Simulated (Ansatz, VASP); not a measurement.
# Cross-check of ZnO (zincite) between VASP and Ansatz, part 3 of 3

One calculation is typed for both programs; each brings its own data sets. How far apart do they land? The cell is taken from a series of runs on this material, whose earlier steps may have relaxed, scaled, displaced or heated it; both programs get it as it stands.

VASP 6.6.1 and Ansatz 0.2.0.

So far: Starting point; VASP: zone-centre phonons, LDA.

**3. Ansatz: zone-centre phonons, LDA**

Level of this step: Ansatz beside VASP: Kohn-Sham DFT, plane waves, LDA (Ansatz).

Ansatz runs on its PAW soft_1 files.

The same cell, functional (in two slightly different forms) and mesh now go to Ansatz, which takes its cutoff from its data sets.

input.yaml reads:

```yaml
crystal:
  lattice:
    - [3.143693883, 0.0, 0.0]
    - [-1.5718469415, 2.7225187644, 0.0]
    - [0.0, 0.0, 5.0849724236]
  atoms:
    - { symbol: O, position: [0.6666666667, 0.3333333333, 0.3785965627] }
    - { symbol: O, position: [0.3333333333, 0.6666666667, 0.8785965627] }
    - { symbol: Zn, position: [0.3333333333, 0.6666666667, 0.5004134373] }
    - { symbol: Zn, position: [0.6666666667, 0.3333333333, 0.0004134373] }
kpoints:
  mp_grid: { grid: [15, 15, 10] }
hamiltonian:
  xc: lda
  pseudopotentials: { kind: paw, azcp: { folder: soft_1 }, xc_functional: pbe }
scf:
  occupations: { method: fixed }
output:
  eigenvalues: true
phonons:
  method: dfpt
  dielectric: true
  rigid_motions: translations
```

Started as:

```bash
ansatz run input.yaml --threads 8 --pin off --max-ram 16384MiB --backend cpu --events-out ev --progress --plain --runs-dir out
```

Numbers of over 12 decimals in the logs are rounded to 6 here.

The log of the run:

```text
Engine: ansatz 0.2.0, aarch64-unknown-linux-gnu
Pseudopotentials: kind: paw
Pseudopotential: O, paw, valence charge 6, recommended cutoff 420 eV (normal), soft_1/O.paw.azcp
Pseudopotential: Zn, paw, valence charge 12, recommended cutoff 420 eV (normal), soft_1/Zn.paw.azcp
Functional definition: SPW92
  exchange = slater_x
  correlation = pw_c
Crystal: 4 atoms, lattice volume = 43.521 Å³
Basis set: ecut = 420 eV, 845 PW (Γ), exchange–correlation on 48×48×72 points (8 copies of the dense FFT grid, shifted against one another)
Bands: 22, of which v1, the nominal top of the filled ones, is band 18 counted from 1 (17 counted from 0)
Symmetry: 12 space group operations
k-points: 608 of 2250 (irreducible under 2 space group operations, time reversal used)
Non-local potential: O, projectors of the file, l = 0: 2, l = 1: 2, l = 2: 1
Non-local potential: Zn, projectors of the file, l = 0: 2, l = 1: 2, l = 2: 3, l = 3: 1
PAW form: soft (Blöchl's): semilocal exchange-correlation on the pseudo side does not see the compensation charge
PAW frozen core: O, regenerated for the run's functional, and the local potential with it (the file was generated under x = pbe(κ = 0.804, μ = 0.219515), c = pbe(β = 0.066725))
PAW frozen core: Zn, regenerated for the run's functional, and the local potential with it (the file was generated under x = pbe(κ = 0.804, μ = 0.219515), c = pbe(β = 0.066725))
PAW one-centre angular grid: O, 110 points (default); XC on 64 Gauss nodes
PAW one-centre angular grid: Zn, 590 points (default); XC on 64 Gauss nodes
Initial density: superposition of atomic densities (chi_scale 0.1, normalization cell, long waves kept (reshape's long-wave potential 0.00 eV rms))
Initial wavefunctions: pseudopotential atomic-orbital guess
Functional: x = slater, c = lda
SCF iter   1: F=—  HF=-7604.833232 eV  |F-HF|=—  |Δ(HF+E_count)|=         —  Δρ=1.11e-1  dr2=2.88e0  ethr=3.10e-3  ⟨swp⟩=4.7  Hψ=63834  notcnv=0  defer=1121
preconditioner: auto → Resta (q_TF=auto, 2.643 Å⁻¹)  ε∞=6.5  [insulator: Δε(μ)=1.458 eV  Ē_g=14.430 eV  n_scr=22 (ndim 8)  ℏωp=33.8 eV  f_vac=0.000  ε∞_Penn≈6.5]
SCF iter   2: F=—  HF=-7604.040520 eV  |F-HF|=—  |Δ(HF+E_count)|=   7.93e-1  Δρ=2.28e-2  dr2=2.01e-1  ethr=3.10e-3  ⟨swp⟩=2.3  Hψ=30381  notcnv=0  defer=603
SCF iter   3: F=—  HF=-7603.930302 eV  |F-HF|=—  |Δ(HF+E_count)|=   1.10e-1  Δρ=1.86e-2  dr2=1.25e-1  ethr=5.59e-4  ⟨swp⟩=2.0  Hψ=29206  notcnv=0  defer=1193
SCF iter   4: F=—  HF=-7603.910819 eV  |F-HF|=—  |Δ(HF+E_count)|=   1.95e-2  Δρ=7.85e-3  dr2=1.19e-2  ethr=3.47e-4  ⟨swp⟩=2.0  Hψ=24338  notcnv=0  defer=1209
SCF iter   5: F=—  HF=-7603.916772 eV  |F-HF|=—  |Δ(HF+E_count)|=   5.95e-3  Δρ=2.40e-3  dr2=2.01e-3  ethr=3.32e-5  ⟨swp⟩=2.1  Hψ=29220  notcnv=0  defer=1210
SCF iter   6: F=—  HF=-7603.916272 eV  |F-HF|=—  |Δ(HF+E_count)|=   5.00e-4  Δρ=1.06e-3  dr2=2.68e-4  ethr=5.59e-6  ⟨swp⟩=2.3  Hψ=24470  notcnv=0  defer=1213
SCF iter   7: F=—  HF=-7603.916295 eV  |F-HF|=—  |Δ(HF+E_count)|=   2.32e-5  Δρ=1.61e-4  dr2=9.47e-6  ethr=7.45e-7  ⟨swp⟩=2.4  Hψ=23118  notcnv=0  defer=206
SCF iter   8: F=—  HF=-7603.916301 eV  |F-HF|=—  |Δ(HF+E_count)|=   5.76e-6  Δρ=3.62e-5  dr2=4.99e-7  ethr=2.63e-8  ⟨swp⟩=2.4  Hψ=24752  notcnv=0
SCF iter   9: F=—  HF=-7603.916301 eV  |F-HF|=—  |Δ(HF+E_count)|=   4.98e-8  Δρ=6.20e-6  dr2=1.13e-8  ethr=1.39e-9  ⟨swp⟩=2.0  Hψ=22117  notcnv=0
SCF iter  10: F=—  HF=-7603.916301 eV  |F-HF|=—  |Δ(HF+E_count)|=  7.28e-10  Δρ=6.77e-7  dr2=2.21e-10  ethr=3.15e-11  ⟨swp⟩=2.5  Hψ=22491  notcnv=0
SCF iter  11: F=-7603.916301 eV  HF=-7603.916301 eV  |F-HF|=2.73e-12  |Δ(HF+E_count)|=  2.55e-11  Δρ=9.62e-8  dr2=3.79e-12  ethr=1.00e-12  ⟨swp⟩=7.3  Hψ=81187  notcnv=0
SCF 1 converged in 11 iterations: F = -7603.916301 eV  dr2 = 3.79e-12
  greatest PAW one-centre occupation: 0.988 electrons in one spin orbital (limit 2), on the Zn atom at site 3 (counted from 0), in its partial waves of l = 2
NSCF: frozen V_eff on 4 k-points
DFPT response loops at Γ: preconditioner auto → Resta (q_TF=auto, 2.643 Å⁻¹)  ε∞=8.4 (no band partly filled); β = 1.00, the filter's whole step (`scf.mixing.beta` (0.50) is not read by the response loops at its default; to damp them type it under 1.00, their step now; it binds the ground state too); Broyden in place of MSR1
── the response to a field inside a basis, on 16×16×10 k-points: an SCF that follows is theirs, and a resumed run solves both again ──
Bands: 19, of which v1, the nominal top of the filled ones, is band 18 counted from 1 (17 counted from 0)
k-points: 360 of 2560 (irreducible under 4 space group operations, time reversal used)
Initial density: handed on by an earlier stage of this run
Initial wavefunctions: pseudopotential atomic-orbital guess (no wavefunctions were taken with the density)
Eigensolver: Dense (360 Hₖ)
SCF iter   1: F=—  HF=-7603.918590 eV  |F-HF|=—  |Δ(HF+E_count)|=         —  Δρ=6.49e-4  dr2=3.03e-5  ethr=1.00e-1
preconditioner: auto → Resta (q_TF=auto, 2.643 Å⁻¹)  ε∞=10.8  [insulator: Δε(μ)=1.053 eV  Ē_g=10.762 eV  n_scr=22 (ndim 8)  ℏωp=33.8 eV  f_vac=0.021  ε∞_Penn≈10.8]
SCF iter   2: F=—  HF=-7603.918583 eV  |F-HF|=—  |Δ(HF+E_count)|=   6.58e-6  Δρ=3.85e-4  dr2=2.14e-5  ethr=8.42e-8
SCF iter   3: F=—  HF=-7603.918581 eV  |F-HF|=—  |Δ(HF+E_count)|=   2.73e-6  Δρ=1.10e-4  dr2=8.89e-7  ethr=5.95e-8
SCF iter   4: F=—  HF=-7603.918579 eV  |F-HF|=—  |Δ(HF+E_count)|=   1.59e-6  Δρ=2.61e-5  dr2=1.81e-7  ethr=2.47e-9
SCF iter   5: F=-7603.918579 eV  HF=-7603.918579 eV  |F-HF|=3.50e-8  |Δ(HF+E_count)|=   8.97e-9  Δρ=1.25e-5  dr2=1.55e-8  ethr=5.03e-10
SCF 1 converged in 5 iterations: F = -7603.918579 eV  dr2 = 1.55e-8
DFPT response loops at Γ: preconditioner auto → Resta (q_TF=auto, 2.643 Å⁻¹)  ε∞=7.5 (no band partly filled); β = 1.00, the filter's whole step (`scf.mixing.beta` (0.50) is not read by the response loops at its default; to damp them type it under 1.00, their step now; it binds the ground state too); Broyden in place of MSR1
WARN: field response: ε∞ stands inside a basis, on 16×16×10 points; the force constants stand on the 15×15×10 k-mesh, whose period is 13.23 times the interband length at k = (0.0000, 0.0000, 0.0000), direct gap 0.856 eV, under 14: take them and everything formed from them as unconverged, and compare with a denser kpoints.mp_grid
SCF converged after 11 iterations
Free energy (F): -7603.916301 eV
Harris-Foulkes:  -7603.916301 eV  (|F-HF|=2.73e-12)
Internal energy: -7603.916301 eV  (E = F + TS)
E sigma→0 (E₀):  -7603.916301 eV
Fermi energy:    8.151065 eV
--- Per-component energies (eV) ---
  E_band       = 86.031213
  E_kinetic    = 634.718940
  E_local      = -4308.421092  (includes V_loc(G=0)·N_el)
  E_nonlocal   = 1763.874265
  E_hartree    = 1611.019998
  E_xc         = -296.616918
  E_vxc        = -284.725469  (∫ρ·V_xc dr)
  E_paw        = -3959.168933  (= ΣΔE_a)
  E_vpaw       = -941.456607  (= ΣTr[D̂ρ^β])
  E_aug_tail   = 0.001150  (compensation charges beyond the density's cutoff)
  E_ewald      = -3052.631841
  E_core_change = 3.308130  (= ΣΔE_core)
  E_smearing   = -0.000000  (= −TS)
  E_closure    = 0.000000  (closes the sum)
  Σ components = -7603.916301   (vs F -7603.916301, Δ=0.00e0)
--- Band table (eV; the first three rows and the last of 608) ---
  k-point 0: bands = [... 14 lower, 7.2386, 8.0297, 8.1511, 8.1511, 9.0068, 13.5899, 16.4676, 21.3517]
  k-point 1: bands = [... 14 lower, 7.2613, 7.7758, 8.1291, 8.1291, 9.2937, 13.4949, 16.5483, 21.3504]
  k-point 2: bands = [... 14 lower, 7.3267, 7.3267, 8.0654, 8.0654, 9.8429, 13.2260, 16.7833, 21.0960]
  k-point 607: bands = [... 14 lower, 5.1464, 5.2756, 6.7864, 6.9243, 13.8308, 15.6880, 16.8455, 17.1729]
--- Phonons (Γ-DFPT): 4 representative perturbations + reference, on 608 of 2250 k-points (Σ response iterations 15) ---
  k mesh reduced under 2 symmetry operations, with k and −k counted as one. Each operation leaves every solved perturbation unchanged. A smaller set is not considered because the run solves the response to a homogeneous field
  ASR residual: 2.240e-5 → 0.000e0 eV/Å²; symmetrization residual: 3.188e-6 eV/Å²
  ASR residual per site (eV/Å²): 4.52e-6 4.52e-6 2.24e-5 2.24e-5
  Γ frequencies (cm⁻¹): 0.00 0.00 0.00 81.40 81.40 270.26 424.47 441.85 441.85 476.97 476.97 585.58
  ε∞ (high-frequency dielectric tensor):
        4.933319     0.000000    -0.000000
       -0.000000     4.933319     0.000000
       -0.000000     0.000000     4.989491
  ε⁰ (static dielectric tensor: ions relaxed, cell fixed):
        8.737351    -0.000000    -0.000000
       -0.000000     8.737351     0.000000
       -0.000000     0.000000     9.344890
  ε⁰ − ε∞ (ionic part):
        3.804032    -0.000000    -0.000000
       -0.000000     3.804032     0.000000
       -0.000000     0.000000     4.355399
  softest optical mode at Γ: 81.40 cm⁻¹; the repairs (sum rule, projections) moved no ω² at Γ by more than (0.86 cm⁻¹)²
  Born effective charges Z* (e; rows j = field, columns β = displacement):
    site 0:
        -2.05463    0.00000    0.00000
         0.00000   -2.05463   -0.00000
         0.00000    0.00000   -2.11201
    site 1:
        -2.05463   -0.00000    0.00000
         0.00000   -2.05463    0.00000
         0.00000   -0.00000   -2.11201
    site 2:
         2.05463   -0.00000   -0.00000
        -0.00000    2.05463    0.00000
        -0.00000   -0.00000    2.11201
    site 3:
         2.05463   -0.00000   -0.00000
        -0.00000    2.05463    0.00000
        -0.00000   -0.00000    2.11201
  Z* charge neutrality: 2.212e-3 e pre-enforcement
  solved inside a basis spanned on kpoints, on 16×16×10 k-points, its susceptibility summed on 26×26×14: ε∞ is read to err by 1.7e-2, Z* by 1.6e-2 e (field_mesh: kpoints solves on kpoints); Z* is corrected for what the basis lacks
  optical modes at Γ without the LO–TO term, one row a degenerate level:
      ω (cm⁻¹)  modes    IR ((D/Å)²/amu)
         81.40      2             0.0000
        270.26      1             0.0000
        424.47      1            16.0125
[...]
optical modes at Γ + LO–TO along q̂ = [1.0000, 0.0000, 0.0000]:
      ω (cm⁻¹)  modes    IR ((D/Å)²/amu)
[...]
optical modes at Γ + LO–TO along q̂ = [0.0000, 1.0000, 0.0000]:
      ω (cm⁻¹)  modes    IR ((D/Å)²/amu)
[...]
585.58      1             0.0000
        588.03      1            15.1543
  optical modes at Γ + LO–TO along q̂ = [0.0000, 0.0000, 1.0000]:
      ω (cm⁻¹)  modes    IR ((D/Å)²/amu)
         81.40      2             0.0000
        270.26      1             0.0000
        441.85      2            30.3086
        476.97      2             0.0000
        580.90      1            16.0125
        585.58      1             0.0000
```

**4. Side by side**

Known differences besides the potentials themselves: fixed occupations in Ansatz, narrow Gaussian smearing in VASP; VASP's response is taken on the typed mesh, Ansatz refines its own for the field response alone; the cutoff is 420 eV in Ansatz and 600 eV in VASP; VASP's log shows a relativistic correction to its local exchange, Ansatz's none; VASP's log repeats an internal error in its field response. Total energies have different zeros and are not compared.

Compared:

| quantity | Ansatz | VASP | difference |
| --- | --- | --- | --- |
| ε∞ xx | 4.93 | 4.90 | +0.72 % |
| ε∞ yy | 4.93 | 4.90 | +0.72 % |
| ε∞ zz | 4.99 | 4.92 | +1.38 % |
| Born charge of O1 (mean of the diagonal) (e) | -2.07 | -2.07 | -0.01 |
| Born charge of Zn3 (mean of the diagonal) (e) | 2.07 | 2.07 | +0.01 |
| optical mode 1 to 2 (cm⁻¹) | 81.4 | 79.8 | +1.99 % |
| optical mode 3 (cm⁻¹) | 270.3 | 272.3 | -0.75 % |
| optical mode 4 (cm⁻¹) | 424.5 | 435.5 | -2.52 % |
| optical mode 5 to 6 (cm⁻¹) | 441.9 | 453.0 | -2.47 % |
| optical mode 7 to 8 (cm⁻¹) | 477.0 | 488.8 | -2.43 % |
| optical mode 9 (cm⁻¹) | 585.6 | 594.0 | -1.42 % |

Modes are paired by rising frequency, not by their patterns, so a pair may set unlike modes beside each other; they are those without the splitting of longitudinal modes.

**5. Summary of results**

| Quantity | Value |
| --- | --- |
| r.m.s. difference of the optical zone-centre modes, each program's sorted by frequency (zone-centre phonons, LDA) | 9.0 cm⁻¹ |
| difference in optical mode 4 (zone-centre phonons, LDA) | -2.5 % |

What this shows: The r.m.s. difference of the optical zone-centre modes, each program's sorted by frequency is 9.0 cm⁻¹ (zone-centre phonons, LDA). Among the rows given in per cent, the largest difference of the zone-centre phonons, LDA pair is in optical mode 4, -2.5 %. Such differences can come from data sets, numerical settings and the points named under the comparisons, not from the functional's error against experiment.

[Lines on the potential files, build, host, timing and source positions are cut from VASP's logs without a mark.]

[Logs are printed without paths, hosts, clocks, repeated set-up lines and the standing remarks that a program may print on its own settings, such as how far it seeks lower states.]

[Hosts, paths, dates, database ids (printed as entryN), source tags and the programs' standing remarks are cut or masked in the printed files.]
